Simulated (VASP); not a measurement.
Data:

```
Al
1.0
    0.00000     2.01772     2.01772
    2.01772     0.00000     2.01772
    2.01772     2.01772     0.00000
Al
1
Cartesian
  0.00000   0.00000   0.00000
```

Method: PBE GGA, VASP's PBE PAW potentials (set 64) (plane waves; VASP). Numerical set-up: 480 eV cut-off, 14×14×14 Γ-centred mesh, first-order Methfessel-Paxton smearing of 0.10 eV, potentials Al.

Energy and stress use the plane-wave basis of the starting cell.

The ions, cell shape and volume at an external pressure of 5.0 GPa are relaxed. What does this cell relax into?

```
Al
1.0
    0.00000     1.98029     1.98029
    1.98029     0.00000     1.98029
    1.98029     1.98029     0.00000
Al
1
Cartesian
  0.00000   0.00000   0.00000
```
Space group Fm-3m (225), at a tolerance of 0.03 Å.

How do energy and volume change from the first to the last step?

The energy (σ→0) changes by +13.6 meV/atom and the volume by -5.5 %, in 3 ionic steps.

| step | E(σ→0) (eV) | max force (eV/Å) | pressure (GPa) | volume (Å³) |
|---|---|---|---|---|
| 1 | -3.7383 | 0.000 | 0.02 | 16.43 |
| 2 | -3.7140 | 0.000 | 6.93 | 15.24 |
| 3 | -3.7247 | 0.000 | 5.00 | 15.53 |

The compound is Al in the fcc structure. This run relaxes it under an external pressure of 5 GPa. Symmetry was kept, so distortions that lower it aren't found.
